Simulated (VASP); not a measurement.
A convergence study with VASP on C (diamond): one setting is varied, all else stays as given below, so the limit is that of these other settings. ε∞ is the independent-particle value.

```yaml
crystal:
  lattice:
    - [0.00000, 1.78350, 1.78350]
    - [1.78350, 0.00000, 1.78350]
    - [1.78350, 1.78350, 0.00000]
  atoms:
    - { symbol: C, position: [0.00000, 0.00000, 0.00000] }
    - { symbol: C, position: [0.25000, 0.25000, 0.25000] }
```

Level of theory: LDA (Ceperley-Alder, Perdew-Zunger), VASP's LDA PAW potentials (set 64) (plane waves; VASP). The tightest run used: 700 eV cut-off, 10×10×10 Γ-centred mesh, Gaussian smearing of 0.050 eV, potentials C.

| setting | mean ε∞ | bands |
|---|---|---|
| NBANDS = 5 | 3.70 | 5 |
| NBANDS = 6 | 4.91 | 6 |
| NBANDS = 8 | 5.77 | 8 |

### Question
These are the cheaper rows. Estimate the results at NBANDS = 132, and how far the last row shown lies from them.

### Answer

```tsv
quantity	tightest run	last row shown is off by
mean ε∞	5.99	-0.22
```

Left out are rungs that failed or repeat a setting and relaxations that didn't move; long series are thinned to 24 rows.

The compound is C in the diamond structure. The cell was not relaxed at this level.
